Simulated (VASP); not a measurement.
Computed with PBEsol GGA, VASP's PBE PAW potentials (set 64) (plane waves; VASP).

The input files of a VASP run:

**POSCAR**
```
PbO
1
    4.0679706342     0.0000000000     0.0000000000
    0.0000000000     4.0679706342     0.0000000000
    0.0000000000     0.0000000000     5.1305928380
Pb O
2 2
Direct
  0.5000000000   0.0000000000   0.7642971501
  0.0000000000   0.5000000000   0.2357028499
  0.5000000000   0.5000000000   0.0000000000
  0.0000000000   0.0000000000   0.0000000000
```

File KPOINTS:
```
kpoints
0
gamma
6 6 5
0 0 0
```

INCAR:
```
! general
SYSTEM  = PbO
PREC    = Accurate
ENCUT   = 520
LREAL   = .False.
LASPH   = .True.

! electronic loop
EDIFF   = 1E-7
NELM    = 100
ALGO    = Normal
LMAXMIX = 4

! smearing
ISMEAR  = 0
SIGMA   = 0.05

! functional
GGA     = PS

! ions
IBRION  = 2
NSW     = 30
ISIF    = 4
EDIFFG  = -0.01

! output
LWAVE   = .False.
LCHARG  = .False.
```

POTCAR, in this order: Pb_d O (PBE.64 set). Program: vasp_std.

Output of the run:

File OSZICAR:
```
       N       E                     dE             d eps       ncg     rms          rms(c)
DAV:   1     0.450194097053E+03    0.45019E+03   -0.20196E+04  1440   0.194E+03
DAV:   2     0.330923448192E+02   -0.41710E+03   -0.40974E+03  1544   0.491E+02
DAV:   3    -0.250643056155E+02   -0.58157E+02   -0.55721E+02  2032   0.189E+02
DAV:   4    -0.270232399876E+02   -0.19589E+01   -0.19581E+01  1568   0.387E+01
DAV:   5    -0.270870468657E+02   -0.63807E-01   -0.63799E-01  2040   0.696E+00    0.115E+01
DAV:   6    -0.231252292958E+02    0.39618E+01   -0.34488E+01  2288   0.430E+01    0.580E+00
DAV:   7    -0.228589967180E+02    0.26623E+00   -0.35348E+00  1928   0.141E+01    0.252E+00
DAV:   8    -0.228439883660E+02    0.15008E-01   -0.91634E-01  1632   0.658E+00    0.139E+00
DAV:   9    -0.228103020594E+02    0.33686E-01   -0.17068E-01  2184   0.338E+00    0.325E-01
DAV:  10    -0.228120336872E+02   -0.17316E-02   -0.23302E-02  1616   0.916E-01    0.602E-02
DAV:  11    -0.228122342360E+02   -0.20055E-03   -0.10205E-03  2184   0.235E-01    0.968E-02
DAV:  12    -0.228121121761E+02    0.12206E-03   -0.36922E-04  2176   0.197E-01    0.257E-02
DAV:  13    -0.228121096097E+02    0.25664E-05   -0.73333E-05  2152   0.585E-02    0.346E-03
DAV:  14    -0.228121094835E+02    0.12616E-06   -0.21226E-06  2120   0.180E-02    0.243E-03
DAV:  15    -0.228121091159E+02    0.36759E-06   -0.40273E-07  1488   0.730E-03    0.428E-04
DAV:  16    -0.228121091580E+02   -0.42084E-07   -0.46347E-08  1048   0.212E-03
   1 F= -.22812109E+02 E0= -.22812109E+02  d E =-.228121E+02
       N       E                     dE             d eps       ncg     rms          rms(c)
DAV:   1    -0.227852888651E+02    0.26820E-01   -0.18389E+01  1752   0.250E+01    0.505E-01
DAV:   2    -0.228503310627E+02   -0.65042E-01   -0.67825E-01  2112   0.738E+00    0.254E-01
DAV:   3    -0.228493432227E+02    0.98784E-03   -0.63033E-03  1928   0.947E-01    0.162E-01
DAV:   4    -0.228486756633E+02    0.66756E-03   -0.25826E-03  2112   0.941E-01    0.436E-02
DAV:   5    -0.228486930515E+02   -0.17388E-04   -0.53423E-04  2136   0.239E-01    0.215E-02
DAV:   6    -0.228486870244E+02    0.60270E-05   -0.70807E-05  1840   0.146E-01    0.986E-03
DAV:   7    -0.228486870333E+02   -0.88439E-08   -0.12039E-05  2288   0.315E-02    0.381E-03
DAV:   8    -0.228486875911E+02   -0.55783E-06   -0.86967E-07  1488   0.853E-03    0.126E-03
DAV:   9    -0.228486876973E+02   -0.10619E-06   -0.31156E-07  1552   0.113E-02    0.371E-04
DAV:  10    -0.228486877135E+02   -0.16153E-07   -0.28749E-08   888   0.187E-03
   2 F= -.22848688E+02 E0= -.22848688E+02  d E =-.365786E-01
       N       E                     dE             d eps       ncg     rms          rms(c)
DAV:   1    -0.228374637341E+02    0.11224E-01   -0.53648E+00  1768   0.132E+01    0.268E-01
DAV:   2    -0.228546155920E+02   -0.17152E-01   -0.18027E-01  2112   0.424E+00    0.134E-01
DAV:   3    -0.228543042724E+02    0.31132E-03   -0.14803E-03  2040   0.493E-01    0.842E-02
DAV:   4    -0.228541261624E+02    0.17811E-03   -0.69533E-04  2056   0.490E-01    0.224E-02
DAV:   5    -0.228541300697E+02   -0.39073E-05   -0.14793E-04  2232   0.131E-01    0.112E-02
DAV:   6    -0.228541278724E+02    0.21973E-05   -0.20533E-05  1832   0.795E-02    0.539E-03
DAV:   7    -0.228541278987E+02   -0.26293E-07   -0.36682E-06  2320   0.180E-02    0.207E-03
DAV:   8    -0.228541280913E+02   -0.19261E-06   -0.28435E-07  1264   0.496E-03    0.614E-04
DAV:   9    -0.228541281522E+02   -0.60932E-07   -0.67583E-08   880   0.515E-03
   3 F= -.22854128E+02 E0= -.22854128E+02  d E =-.420190E-01
       N       E                     dE             d eps       ncg     rms          rms(c)
DAV:   1    -0.228775476866E+02   -0.23420E-01   -0.13798E+00  1528   0.998E+00    0.774E-01
DAV:   2    -0.228667279677E+02    0.10820E-01   -0.51305E-02  2168   0.269E+00    0.472E-01
DAV:   3    -0.228604873205E+02    0.62406E-02   -0.70368E-03  1904   0.118E+00    0.121E-01
DAV:   4    -0.228601598425E+02    0.32748E-03   -0.16726E-03  2256   0.433E-01    0.250E-02
DAV:   5    -0.228601629422E+02   -0.30998E-05   -0.18550E-04  1624   0.131E-01    0.854E-03
DAV:   6    -0.228601612874E+02    0.16548E-05   -0.11586E-05  2248   0.481E-02    0.468E-03
DAV:   7    -0.228601616825E+02   -0.39509E-06   -0.19595E-06  1592   0.126E-02    0.175E-03
DAV:   8    -0.228601616635E+02    0.18997E-07   -0.22603E-07  1320   0.454E-03
   4 F= -.22860162E+02 E0= -.22860162E+02  d E =-.603351E-02
       N       E                     dE             d eps       ncg     rms          rms(c)
DAV:   1    -0.230001030093E+02   -0.13994E+00   -0.10427E+01  1552   0.274E+01    0.212E+00
DAV:   2    -0.229162921403E+02    0.83811E-01   -0.36746E-01  1960   0.668E+00    0.129E+00
DAV:   3    -0.228690894807E+02    0.47203E-01   -0.56743E-02  1872   0.295E+00    0.303E-01
DAV:   4    -0.228670498417E+02    0.20396E-02   -0.98447E-03  2248   0.106E+00    0.671E-02
DAV:   5    -0.228670680060E+02   -0.18164E-04   -0.10671E-03  1736   0.341E-01    0.247E-02
DAV:   6    -0.228670551275E+02    0.12879E-04   -0.10707E-04  2256   0.126E-01    0.108E-02
DAV:   7    -0.228670573732E+02   -0.22458E-05   -0.20191E-05  1792   0.322E-02    0.558E-03
DAV:   8    -0.228670573224E+02    0.50806E-07   -0.22915E-06  1880   0.181E-02    0.131E-03
DAV:   9    -0.228670573733E+02   -0.50904E-07   -0.39533E-07  1512   0.642E-03
   5 F= -.22867057E+02 E0= -.22867057E+02  d E =-.129292E-01
       N       E                     dE             d eps       ncg     rms          rms(c)
DAV:   1    -0.228672486644E+02   -0.19134E-03   -0.14043E-02  1600   0.101E+00    0.782E-02
DAV:   2    -0.228671333873E+02    0.11528E-03   -0.46116E-04  2272   0.275E-01    0.475E-02
DAV:   3    -0.228670694224E+02    0.63965E-04   -0.75873E-05  1992   0.124E-01    0.117E-02
DAV:   4    -0.228670666896E+02    0.27328E-05   -0.18162E-05  2224   0.410E-02    0.250E-03
DAV:   5    -0.228670666993E+02   -0.96934E-08   -0.16817E-06  1584   0.120E-02    0.853E-04
DAV:   6    -0.228670666608E+02    0.38537E-07   -0.73589E-08  1152   0.420E-03
   6 F= -.22867067E+02 E0= -.22867067E+02  d E =-.129385E-01
       N       E                     dE             d eps       ncg     rms          rms(c)
DAV:   1    -0.228670106112E+02    0.56088E-04   -0.61802E-02  1728   0.138E+00    0.174E-02
DAV:   2    -0.228670978462E+02   -0.87235E-04   -0.95331E-04  2056   0.301E-01    0.954E-03
DAV:   3    -0.228670977177E+02    0.12844E-06   -0.16374E-05  1880   0.315E-02    0.488E-03
DAV:   4    -0.228670973898E+02    0.32789E-06   -0.12955E-06  2120   0.150E-02    0.218E-03
DAV:   5    -0.228670974206E+02   -0.30809E-07   -0.27811E-07  1368   0.441E-03
   7 F= -.22867097E+02 E0= -.22867097E+02  d E =-.307599E-04
```

### OUTCAR
```
------------------------ aborting loop because EDIFF is reached ----------------------------------------
  FORCE on cell =-STRESS in cart. coord.  units (eV):
  Direction    XX          YY          ZZ          XY          YZ          ZX
  --------------------------------------------------------------------------------------
  Total       -0.4247964     -0.4247964     -0.4323491      0.0000000      0.0000000      0.0000000
  in kB       -8.0161939     -8.0161939     -8.1587196      0.0000000      0.0000000      0.0000000
  external PRESSURE =      -8.0637025 kB  Pullay stress =       0.0000000 kB
  volume of cell :       84.90
      direct lattice vectors                 reciprocal lattice vectors
     3.998539036  0.000000000  0.000000000     0.250091344  0.000000000  0.000000000
     0.000000000  3.998539036 -0.000000000     0.000000000  0.250091344 -0.000000000
     0.000000000  0.000000000  5.310317506     0.000000000  0.000000000  0.188312657
 POSITION                                       TOTAL-FORCE (eV/Angst)
 -----------------------------------------------------------------------------------
      1.99927      0.00000      4.12252         0.000000      0.000000      0.008772
      0.00000      1.99927      1.18780         0.000000     -0.000000     -0.008772
      1.99927      1.99927     -0.00000         0.000000      0.000000      0.000000
      0.00000      0.00000      0.00000         0.000000     -0.000000      0.000000
 -----------------------------------------------------------------------------------
    total drift:                                0.000000      0.000000      0.000000
  FREE ENERGIE OF THE ION-ELECTRON SYSTEM (eV)
  ---------------------------------------------------
  free  energy   TOTEN  =       -22.8670974206 eV

  energy  without entropy=      -22.8670974206  energy(sigma->0) =      -22.86709742

 reached required accuracy - stopping structural energy minimisation
```
(Selected blocks of OUTCAR.)

File CONTCAR:
```
PbO
   1.00000000000000
     3.9985390360161452    0.0000000000000000    0.0000000000000000
     0.0000000000000000    3.9985390360161452   -0.0000000000000000
     0.0000000000000000    0.0000000000000000    5.3103175063816792
  Pb              O
     2     2
Direct
     0.5000000000000000    0.0000000000000000    0.7763225732548437
     0.0000000000000000    0.5000000000000000    0.2236774267451563
     0.5000000000000000    0.5000000000000000    0.0000000000000000
     0.0000000000000000    0.0000000000000000    0.0000000000000000
```

Without a dispersion term in the relaxation, distances and binding between the weakly bound layers, chains or molecules are unreliable, and so is what depends on them.

The compound is PbO in the litharge structure. This cell is one point of a volume scan, at 1.06 of the reference volume. Symmetry was kept, so distortions that lower it aren't found.
